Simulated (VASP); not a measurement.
# SrBr3 (P6_3/mmc) in VASP: a series of runs

One crystal, SrBr3, is run at these levels: RPBE; tasks: single point.

Program: VASP 6.6.1. These are calculated values, not measurements. Logs are shortened: lines on timing, memory, paths and dates and some standing lists are left out, and cuts for length are marked.

**1. Starting point**

Symmetry: P6_3/mmc, No. 194, hexagonal system. The conventional cell has a = 6.764 Å, b = 6.764 Å, c = 6.024 Å, α = 90.00°, β = 90.00°, γ = 120.00°. Sr (site symmetry -6m2) is surrounded by 12 Br at 3.38 to 3.55 Å. Br (site symmetry mm2) has 8 Br at 3.26 to 3.63 Å and 4 Sr at 3.38 to 3.55 Å as nearest neighbours.

The cell comes from a database or a generator and needn't be the stable form of this composition.

**2. Single point, RPBE**

Contents of INCAR:

```
SYSTEM = SrBr3
  PREC = Accurate
  ENCUT = 520
  EDIFF = 1E-6
  ISMEAR = 0
  SIGMA = 0.02
  LREAL = .FALSE.
  LASPH = .TRUE.
  NELM = 60
  ALGO = Normal
  ISIF = 2
  LWAVE = .FALSE.
  LCHARG = .TRUE.
  GGA = RP
  LELF = .TRUE.
  LVHAR = .TRUE.
```

Contents of KPOINTS:

```
Automatic mesh
0
G
  5 5 5
  0 0 0
```

Contents of POSCAR:

```
SrBr3
1.0
    6.7640622058      0.0000000000      0.0000000000
   -3.3820311029      5.8578497030      0.0000000000
    0.0000000000      0.0000000000      6.0242580000
Sr Br
2 6
Direct
    0.3333333333      0.6666666667      0.7500000000
    0.6666666667      0.3333333333      0.2500000000
    0.1726970050      0.3453940100      0.2500000000
    0.1726970050      0.8273029950      0.2500000000
    0.6546059900      0.8273029950      0.2500000000
    0.8273029950      0.6546059900      0.7500000000
    0.8273029950      0.1726970050      0.7500000000
    0.3453940100      0.1726970050      0.7500000000
```

Potentials or basis: VASP PAW PBE potentials, release 54 (Sr_sv, Br).

Launch:

```sh
cat potpaw_PBE.54/Sr_sv/POTCAR potpaw_PBE.54/Br/POTCAR > POTCAR
mpirun -np 1 vasp_std > vasp.out
```

OUTCAR:

```text
SYSTEM = SrBr3
   PREC = Accurate
   ENCUT = 520
   EDIFF = 1E-6
   ISMEAR = 0
   LREAL = .FALSE.
   LASPH = .TRUE.
   NELM = 60
   ISIF = 2
   GGA = RP

 ion  position               nearest neighbor table
   1  0.333  0.667  0.750-   8 3.38   6 3.38   7 3.38   7 3.38   8 3.38   6 3.38   4 3.55   4 3.55
                             3 3.55   3 3.55   5 3.55   5 3.55   2 4.93   2 4.93   2 4.93   2 4.93
   2  0.667  0.333  0.250-   5 3.38   3 3.38   4 3.38   4 3.38   5 3.38   3 3.38   7 3.55   7 3.55
                             6 3.55   6 3.55   8 3.55   8 3.55   1 4.93   1 4.93   1 4.93   1 4.93
   3  0.173  0.345  0.250-   2 3.38   2 3.38   1 3.55   1 3.55
   4  0.173  0.827  0.250-   2 3.38   2 3.38   1 3.55   1 3.55
   5  0.655  0.827  0.250-   2 3.38   2 3.38   1 3.55   1 3.55
   6  0.827  0.655  0.750-   1 3.38   1 3.38   2 3.55   2 3.55
   7  0.827  0.173  0.750-   1 3.38   1 3.38   2 3.55   2 3.55
   8  0.345  0.173  0.750-   1 3.38   1 3.38   2 3.55   2 3.55

  LATTYP: Found a hexagonal cell.
 ALAT       =     6.7640622058
 C/A-ratio  =     0.8906272321

  Lattice vectors:

 A1 = (   6.7640622058,   0.0000000000,   0.0000000000)
 A2 = (  -3.3820311029,   5.8578497030,   0.0000000000)
 A3 = (   0.0000000000,   0.0000000000,   6.0242580000)

Analysis of symmetry for initial positions (statically):
=====================================================================
 Subroutine PRICEL returns:
 Original cell was already a primitive cell.

 Routine SETGRP: Setting up the symmetry group for a
 hexagonal supercell.

 Subroutine GETGRP returns: Found 24 space group operations
 (whereof 12 operations were pure point group operations)
 out of a pool of 24 trial point group operations.

The static configuration has the point symmetry D_3d.
 The point group associated with its full space group is D_6h.

Analysis of symmetry for dynamics (positions and initial velocities):
=====================================================================
 Subroutine PRICEL returns:
 Original cell was already a primitive cell.

 Routine SETGRP: Setting up the symmetry group for a
 hexagonal supercell.

 Subroutine GETGRP returns: Found 24 space group operations
 (whereof 12 operations were pure point group operations)
 out of a pool of 24 trial point group operations.

The dynamic configuration has the point symmetry D_3d.
 The point group associated with its full space group is D_6h.

 Subroutine INISYM returns: Found 24 space group operations
 (whereof 12 operations are pure point group operations),
 and found     1 'primitive' translations

----------------------------------------------------------------------------------------

                                     Primitive cell

  volume of cell :     238.6983

  direct lattice vectors                    reciprocal lattice vectors
     6.764062206  0.000000000  0.000000000     0.147840154  0.085355553  0.000000000
    -3.382031103  5.857849703  0.000000000     0.000000000  0.170711106  0.000000000
     0.000000000  0.000000000  6.024258000     0.000000000  0.000000000  0.165995547

  length of vectors
     6.764062206  6.764062206  6.024258000     0.170711106  0.170711106  0.165995547

  position of ions in fractional coordinates (direct lattice)
     0.333333333  0.666666667  0.750000000
     0.666666667  0.333333333  0.250000000
     0.172697005  0.345394010  0.250000000
     0.172697005  0.827302995  0.250000000
     0.654605990  0.827302995  0.250000000
     0.827302995  0.654605990  0.750000000
     0.827302995  0.172697005  0.750000000
     0.345394010  0.172697005  0.750000000

  ion indices of the primitive-cell ions
   primitive index   ion index
                 1           1
                 2           2
                 3           3
                 4           4
                 5           5
                 6           6
                 7           7
                 8           8

----------------------------------------------------------------------------------------

 KPOINTS: Automatic mesh

Automatic generation of k-mesh.
 Grid dimensions read from file:
 generate k-points for:    5    5    5

 Generating k-lattice:

  Cartesian coordinates                     Fractional coordinates (reciprocal lattice)
     0.029568031  0.017071111  0.000000000     0.200000000 -0.000000000  0.000000000
     0.000000000  0.034142221  0.000000000     0.000000000  0.200000000  0.000000000
     0.000000000  0.000000000  0.033199109     0.000000000  0.000000000  0.200000000

  Length of vectors
     0.034142221  0.034142221  0.033199109

  Shift w.r.t. Gamma in fractional coordinates (k-lattice)
     0.000000000  0.000000000  0.000000000

 Subroutine IBZKPT returns following result:
 ===========================================

 Found     15 irreducible k-points:

 Following reciprocal coordinates:
            Coordinates               Weight
  0.000000  0.000000  0.000000      1.000000
  0.200000  0.000000  0.000000      6.000000
  0.400000 -0.000000  0.000000      6.000000
  0.200000  0.200000  0.000000      6.000000
  0.400000  0.200000  0.000000      6.000000
  0.000000  0.000000  0.200000      2.000000
  0.200000  0.000000  0.200000     12.000000
  0.400000 -0.000000  0.200000     12.000000
  0.200000  0.200000  0.200000     12.000000
  0.400000  0.200000  0.200000     12.000000
  0.000000  0.000000  0.400000      2.000000
  0.200000  0.000000  0.400000     12.000000
  0.400000 -0.000000  0.400000     12.000000
  0.200000  0.200000  0.400000     12.000000
  0.400000  0.200000  0.400000     12.000000
   k-points           NKPTS =     15   k-points in BZ     NKDIM =     15   number of bands    NBANDS=     37
   number of dos      NEDOS =    301   number of ions     NIONS =      8
   total plane-waves  NPLWV = 120000
   dimension x,y,z NGX =    50 NGY =   50 NGZ =   48
   dimension x,y,z NGXF=   100 NGYF=  100 NGZF=   96
   ions per type =               2   6
   NGX,Y,Z   is equivalent  to a cutoff of  12.29, 12.29, 13.25 a.u.
   NGXF,Y,Z  is equivalent  to a cutoff of  24.58, 24.58, 26.49 a.u.
 SYSTEM =  SrBr3
   PREC   = accura    normal or accurate (medium, high low for compatibility)
   ISTART =      0    job   : 0-new  1-cont  2-samecut
   ICHARG =      2    charge: 1-file 2-atom 10-const
   ISPIN  =      1    spin polarized calculation?
   LNONCOLLINEAR =      F non collinear calculations
   LSORBIT =      F    spin-orbit coupling
   LASPH  =      T    aspherical Exc in radial PAW
   ENCUT  =  520.0 eV  38.22 Ry    6.18 a.u.  12.58 12.58 11.20*2*pi/ulx,y,z
   NELM   =     60;   NELMIN=  2; NELMDL= -5     # of ELM steps
   EDIFF  = 0.1E-05   stopping-criterion for ELM
   LREAL  =      F    real-space projection
   EDIFFG = 0.1E-04   stopping-criterion for IOM
   NSW    =      0    number of steps for IOM
   IBRION =     -1    ionic relax: 0-MD 1-quasi-New 2-CG
   NFREE  =      0    steps in history (QN), initial steepest desc. (CG)
   ISIF   =      2    stress and relaxation
   ISYM   =      2    0-nonsym 1-usesym 2-fastsym
   POTIM  = 0.5000    time-step for ionic-motion
   TEBEG  =    0.0;   TEEND  =   0.0 temperature during run
   PSTRESS=    0.0 pullay stress
   NELECT =      62.0000    total number of electrons
   NUPDOWN=      -1.0000    fix difference up-down
   EMIN   =  10.00;   EMAX   =-10.00  energy-range for DOS
   EFERMI =   0.00;   METHOD = LEGACY
   ISMEAR =     0;   SIGMA  =   0.02  broadening in eV -4-tet -1-fermi 0-gaus
   EFERMI_NEDOS =   21; number of points for ismear=-14 and -15
   IALGO  =     38    algorithm
   IMIX   =      4    mixing-type and parameters
     AMIX     =   0.40;   BMIX     =  1.00
     AMIX_MAG =   1.60;   BMIX_MAG =  1.00
  volume/ion in A,a.u.               =      29.84       201.35
  Fermi-wavevector in a.u.,A,eV,Ry     =   1.044533  1.973882 14.844632  1.091050
  Thomas-Fermi vector in A             =   2.179290
   LORBIT       =      0    0 simple, 1 ext, 2 COOP (PROOUT), +10 PAW based schemes
   GGA     = RP    functional components
   LHFCALC =     F    Hartree Fock is set to
   AEXX    =    0.0000 exact exchange contribution
   IVDW    =     0    specifies the selected vdW correction
   LEPSILON=     F    determine dielectric tensor
   LRPA    =     F    only Hartree local field effects (RPA)
 non-spin polarized calculation
 Gauss-broadening in eV      SIGMA  =   0.02
  energy-cutoff  :      520.00
  volume of cell :      238.70
 maximum number of plane-waves:      6455
 NGX is ok and might be reduce to    50
   NGX = 25   NGY = 25   NGZ = 23

 number of electron      61.9999993 magnetization

 Free energy of the ion-electron system (eV)
  ---------------------------------------------------
  ext. energy  EPLUGINS =         0.00000000
  ---------------------------------------------------
  free energy    TOTEN  =       -21.26145829 eV

  energy without entropy =      -21.25940337  energy(sigma->0) =      -21.26043083

 E-fermi :   1.5006     XC(G=0):  -8.5467

 val. band max:        1.4893080232   @ k =   0.2000   0.2000   0.2000
 cond. band min:       1.5173035034   @ k =   0.4000  -0.0000   0.4000
 fundamental gap:      0.0279954802
 Fermi energy:         1.5005501796

 k-point     1 :       0.0000    0.0000    0.0000
  band No.  band energies     occupation
      1     -33.5339      2.00000
      2     -33.5321      2.00000
      3     -15.4894      2.00000
      4     -15.4859      2.00000
      5     -15.4859      2.00000
      6     -15.4671      2.00000
[... 29 lines left out ...]
     36       6.0388      0.00000
     37       6.4365      0.00000

 k-point     2 :       0.2000    0.0000    0.0000
  band No.  band energies     occupation
      1     -33.5337      2.00000
      2     -33.5322      2.00000
      3     -15.4956      2.00000
      4     -15.4930      2.00000
      5     -15.4875      2.00000
      6     -15.4730      2.00000
[... 29 lines left out ...]
     36       6.4525      0.00000
     37       6.5609      0.00000
[... 478 lines left out ...]
     36       6.7915      0.00000
     37       6.8426      0.00000

 k-point    15 :       0.4000    0.2000    0.4000
  band No.  band energies     occupation
      1     -33.5330      2.00000
      2     -33.5329      2.00000
      3     -15.5245      2.00000
      4     -15.5215      2.00000
      5     -15.4942      2.00000
      6     -15.4786      2.00000
[... 29 lines left out ...]
     36       6.8919      0.00000
     37       6.9260      0.00000

------------------------ aborting loop because EDIFF is reached ----------------------------------------

  FORCE on cell =-STRESS in cart. coord.  units (eV):
  Direction    XX          YY          ZZ          XY          YZ          ZX
  --------------------------------------------------------------------------------------
  -------------------------------------------------------------------------------------
  Total        2.2740703      2.2740703      2.7642691      0.0000000     -0.0000000      0.0000000
  in kB       15.2638848     15.2638848     18.5541694      0.0000000     -0.0000000      0.0000000
  external PRESSURE =      16.3606464 kB  Pullay stress =       0.0000000 kB

 VOLUME and BASIS-vectors are now :
 -----------------------------------------------------------------------------
  energy-cutoff  :      520.00
  volume of cell :      238.70
      direct lattice vectors                 reciprocal lattice vectors
     6.764062206  0.000000000  0.000000000     0.147840154  0.085355553  0.000000000
    -3.382031103  5.857849703  0.000000000     0.000000000  0.170711106  0.000000000
     0.000000000  0.000000000  6.024258000     0.000000000  0.000000000  0.165995547

 POSITION                                       TOTAL-FORCE (eV/Angst)
 -----------------------------------------------------------------------------------
     -0.00000      3.90523      4.51819         0.000000     -0.000000      0.000000
      3.38203      1.95262      1.50606         0.000000     -0.000000      0.000000
      0.00000      2.02327      1.50606         0.000000     -0.050841     -0.000000
     -1.62983      4.84622      1.50606        -0.044029      0.025420      0.000000
      1.62983      4.84622      1.50606         0.044029      0.025420      0.000000
      3.38203      3.83458      4.51819         0.000000      0.050841      0.000000
      5.01186      1.01163      4.51819         0.044029     -0.025420     -0.000000
      1.75220      1.01163      4.51819        -0.044029     -0.025420     -0.000000
 -----------------------------------------------------------------------------------
    total drift:                               -0.000000      0.000000      0.000000

  FREE ENERGIE OF THE ION-ELECTRON SYSTEM (eV)
  ---------------------------------------------------
  free  energy   TOTEN  =       -21.2614582881 eV

  energy  without entropy=      -21.2594033731  energy(sigma->0) =      -21.26043083
```

Run time: 4.2 min. Hardware: 1 thread of AMD EPYC 7R43 (Zen 3), shared host; peak memory 0.34 GiB.

What came out:

| Property | Result |
| --- | --- |
| Free energy | -21.2615 eV |
| Pressure | 1.6 GPa |
| Largest force | 0.051 eV/Å |
| Band gap on the k mesh | none (metal or under the smearing width) |

Forces in eV/Å, atoms in the order of the input:
```
Sr   0.000  0.000  0.000
Sr   0.000  0.000  0.000
Br   0.000 -0.051  0.000
Br  -0.044  0.025  0.000
Br   0.044  0.025  0.000
Br   0.000  0.051  0.000
Br   0.044 -0.025  0.000
Br  -0.044 -0.025  0.000
```

Stress tensor (GPa, compression positive):
```
1.53 0.00 0.00
0.00 1.53 0.00
0.00 0.00 1.86
```

Caveat: the PAW data sets were made with another functional, which shifts forces and pressure a little.

**3. Single point, RPBE**

Contents of run.py:

```python
from ase.calculators.vasp import Vasp
from ase.dft.bandgap import bandgap
from ase.io import read

atoms = read('SrBr3.cif')
calc = Vasp(
    directory='calc',
    xc='rpbe',
    pp='PBE',
    setups='recommended',
    pp_version='54',
    prec='Accurate',
    encut=520,
    ediff=1e-06,
    ismear=0,
    sigma=0.02,
    lreal=False,
    lasph=True,
    nelm=100,
    algo='Normal',
    isif=2,
    lwave=False,
    lcharg=False,
    kpts=[5, 5, 5],
    gamma=True,
)
atoms.calc = calc

print('energy (eV):', atoms.get_potential_energy())
print('free energy (eV):', atoms.get_potential_energy(force_consistent=True))
print('forces (eV/A):')
print(atoms.get_forces())
print('stress (eV/A^3, Voigt):', atoms.get_stress())
print('Fermi level (eV):', calc.get_fermi_level())
gap, top, bottom = bandgap(calc)
print('band gap (eV):', gap, 'from (spin, k, band)', top, 'to', bottom)
```

Contents of SrBr3.cif:

```cif
data_SrBr3
_cell_length_a 6.76406221
_cell_length_b 6.76406221
_cell_length_c 6.02425800
_cell_angle_alpha 90.00000000
_cell_angle_beta 90.00000000
_cell_angle_gamma 120.00000000
_space_group_name_H-M_alt 'P1'
_space_group_name_Hall 'P 1'
_space_group_IT_number 1
loop_
_space_group_symop_operation_xyz
'x,y,z'
loop_
_atom_site_label
_atom_site_type_symbol
_atom_site_symmetry_multiplicity
_atom_site_Wyckoff_symbol
_atom_site_fract_x
_atom_site_fract_y
_atom_site_fract_z
_atom_site_occupancy
Sr1 Sr 1 a 0.3333333333 0.6666666667 0.7500000000 1
Sr2 Sr 1 a 0.6666666667 0.3333333333 0.2500000000 1
Br1 Br 1 a 0.1726970050 0.3453940100 0.2500000000 1
Br2 Br 1 a 0.1726970050 0.8273029950 0.2500000000 1
Br3 Br 1 a 0.6546059900 0.8273029950 0.2500000000 1
Br4 Br 1 a 0.8273029950 0.6546059900 0.7500000000 1
Br5 Br 1 a 0.8273029950 0.1726970050 0.7500000000 1
Br6 Br 1 a 0.3453940100 0.1726970050 0.7500000000 1
```

Potentials or basis: VASP PAW PBE potentials, release 54 (Sr_sv, Br).

Launch:

```sh
python run.py
```

Standard output:

```text
energy (eV): -21.26043083
free energy (eV): -21.26145829
forces (eV/A):
[[ 0.         -0.          0.        ]
 [ 0.          0.          0.        ]
 [-0.         -0.05084056  0.        ]
 [-0.04402922  0.02542028  0.        ]
 [ 0.04402922  0.02542028  0.        ]
 [ 0.          0.05084056 -0.        ]
 [ 0.04402922 -0.02542028  0.        ]
 [-0.04402922 -0.02542028 -0.        ]]
stress (eV/A^3, Voigt): [-0.00952697 -0.00952697 -0.0115806  -0.         -0.         -0.        ]
Fermi level (eV): 1.50055017
band gap (eV): 0.0 from (spin, k, band) (None, None, None) to (None, None, None)
```

OUTCAR:

```text
ENCUT = 520.000000
   EDIFF = 1.00e-06
   GGA = RP
   PREC = Accurate
   ISIF = 2
   ISMEAR = 0
   NELM = 100
   LASPH = .TRUE.
   LREAL = .FALSE.

 ion  position               nearest neighbor table
   1  0.333  0.667  0.750-   8 3.38   6 3.38   7 3.38   7 3.38   6 3.38   8 3.38   4 3.55   4 3.55
[... 820 lines left out ...]
  volume of cell :      238.70
      direct lattice vectors                 reciprocal lattice vectors
     6.764062210  0.000000000  0.000000000     0.147840154  0.085355553  0.000000000
    -3.382031105  5.857849707  0.000000000     0.000000000  0.170711106  0.000000000
     0.000000000  0.000000000  6.024258000     0.000000000  0.000000000  0.165995547

 POSITION                                       TOTAL-FORCE (eV/Angst)
 -----------------------------------------------------------------------------------
     -0.00000      3.90523      4.51819         0.000000     -0.000000      0.000000
      3.38203      1.95262      1.50606         0.000000      0.000000      0.000000
      0.00000      2.02327      1.50606        -0.000000     -0.050841      0.000000
     -1.62983      4.84622      1.50606        -0.044029      0.025420      0.000000
      1.62983      4.84622      1.50606         0.044029      0.025420      0.000000
      3.38203      3.83458      4.51819         0.000000      0.050841     -0.000000
      5.01186      1.01163      4.51819         0.044029     -0.025420      0.000000
      1.75220      1.01163      4.51819        -0.044029     -0.025420     -0.000000
 -----------------------------------------------------------------------------------
    total drift:                               -0.000000      0.000000      0.000000

  FREE ENERGIE OF THE ION-ELECTRON SYSTEM (eV)
  ---------------------------------------------------
  free  energy   TOTEN  =       -21.2614582908 eV

  energy  without entropy=      -21.2594033757  energy(sigma->0) =      -21.26043083
```

INCAR:

```text
ENCUT = 520.000000
SIGMA = 0.020000
EDIFF = 1.00e-06
ALGO = Normal
GGA = RP
PREC = Accurate
ISIF = 2
ISMEAR = 0
NELM = 100
LASPH = .TRUE.
LCHARG = .FALSE.
LWAVE = .FALSE.
LREAL = .FALSE.
```

Run time: 4.7 min. Hardware: 1 thread of AMD EPYC 7R43 (Zen 3), shared host; peak memory 0.34 GiB.

What came out:

```
Free energy            : -21.2615 eV
Pressure               : 1.6 GPa
Largest force          : 0.051 eV/Å
Band gap on the k mesh : none (metal or under the smearing width)
```

Forces on the atoms (eV/Å):
```
Sr   0.000  0.000  0.000
Sr   0.000  0.000  0.000
Br   0.000 -0.051  0.000
Br  -0.044  0.025  0.000
Br   0.044  0.025  0.000
Br   0.000  0.051  0.000
Br   0.044 -0.025  0.000
Br  -0.044 -0.025  0.000
```

Stress tensor (GPa, compression positive):
```
1.53 0.00 0.00
0.00 1.53 0.00
0.00 0.00 1.86
```

Levels at points of the mesh, in eV from the Fermi level:
```tsv
k point	band 28	band 29	band 30	band 31	band 32	band 33	band 34	band 35
(0.00, 0.00, 0.00)	-0.17	0.21	0.21	0.28	0.28	3.67	4.44	4.54
```

Caveat: the PAW data sets were made with another functional, which shifts forces and pressure a little.

**4. The reference run**

An earlier run on the cell as given: functional PBE; potentials or basis VASP PAW PBE potentials, release 64 (Sr_sv, Br); cutoff 520 eV; k mesh 5 × 5 × 5; occupations fermi-dirac, width 0.05 eV; no spin polarisation.

- Pressure: -0.3 GPa
- Largest force: 0.043 eV/Å
- Band gap on the k mesh: none (metal or under the smearing width)
